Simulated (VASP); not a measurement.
OSZICAR of a VASP run on Ru (hcp):

OSZICAR:
```
       N       E                     dE             d eps       ncg     rms          rms(c)
DAV:   1     0.255897997876E+03    0.25590E+03   -0.18606E+04  7152   0.178E+03
DAV:   2    -0.543776749389E+02   -0.31028E+03   -0.30461E+03  7570   0.510E+02
DAV:   3    -0.614005191543E+02   -0.70228E+01   -0.68406E+01  7522   0.829E+01
DAV:   4    -0.614899427885E+02   -0.89424E-01   -0.89285E-01  9248   0.776E+00
DAV:   5    -0.614913189340E+02   -0.13761E-02   -0.13785E-02  8042   0.829E-01    0.228E+01
DAV:   6    -0.515422895724E+02    0.99490E+01   -0.12263E+01  7148   0.408E+01    0.184E+00
DAV:   7    -0.502283294562E+02    0.13140E+01   -0.56531E-01  7266   0.753E+00    0.816E-01
DAV:   8    -0.507740742468E+02   -0.54574E+00   -0.65836E-01  7182   0.663E+00    0.153E+00
DAV:   9    -0.507807908449E+02   -0.67166E-02   -0.12253E-02  7256   0.117E+00    0.768E-01
DAV:  10    -0.508480588229E+02   -0.67268E-01   -0.12121E-02  7172   0.129E+00    0.437E-01
DAV:  11    -0.508474712169E+02    0.58761E-03   -0.35988E-03  7454   0.623E-01    0.205E-01
DAV:  12    -0.508509750919E+02   -0.35039E-02   -0.65293E-03  7236   0.831E-01    0.143E-01
DAV:  13    -0.508535319285E+02   -0.25568E-02   -0.13719E-03  7246   0.387E-01    0.419E-02
DAV:  14    -0.508542510984E+02   -0.71917E-03   -0.47233E-04  7252   0.232E-01    0.217E-02
DAV:  15    -0.508541397616E+02    0.11134E-03   -0.66117E-05  7776   0.809E-02    0.265E-02
DAV:  16    -0.508543050573E+02   -0.16530E-03   -0.11506E-04  7268   0.998E-02    0.188E-02
DAV:  17    -0.508543220246E+02   -0.16967E-04   -0.16647E-05  7368   0.305E-02    0.791E-03
DAV:  18    -0.508543213882E+02    0.63636E-06   -0.44363E-07  9696   0.530E-03    0.712E-03
DAV:  19    -0.508543210403E+02    0.34793E-06   -0.49461E-08  3926   0.247E-03    0.645E-03
DAV:  20    -0.508543220848E+02   -0.10445E-05   -0.99939E-07  7298   0.977E-03    0.234E-03
DAV:  21    -0.508543233873E+02   -0.13024E-05   -0.10822E-07  3802   0.340E-03    0.115E-03
DAV:  22    -0.508543226049E+02    0.78238E-06   -0.21503E-08  3768   0.177E-03    0.103E-03
DAV:  23    -0.508543236128E+02   -0.10079E-05   -0.72326E-08  3746   0.288E-03    0.298E-04
DAV:  24    -0.508543234127E+02    0.20009E-06   -0.49647E-09  3720   0.710E-04    0.793E-05
DAV:  25    -0.508543234716E+02   -0.58970E-07   -0.13750E-09  3726   0.264E-04
   1 F= -.50854323E+02 E0= -.50854323E+02  d E =0.000000E+00
       N       E                     dE             ncg
```

Problem. Which electronic solver shows in the log?

Solution. It is blocked Davidson (ALGO = Normal, or the opening steps of other solvers). The INCAR had ALGO = Normal.

Problem. Can the final energy be trusted as converged?

Solution. The run converged. It stopped with EDIFF = 1E-7, NELM = 100 (r2SCAN meta-GGA, plane waves, VASP's PBE PAW potentials (set 64)).

The compound is Ru in the hcp structure. It was relaxed first.
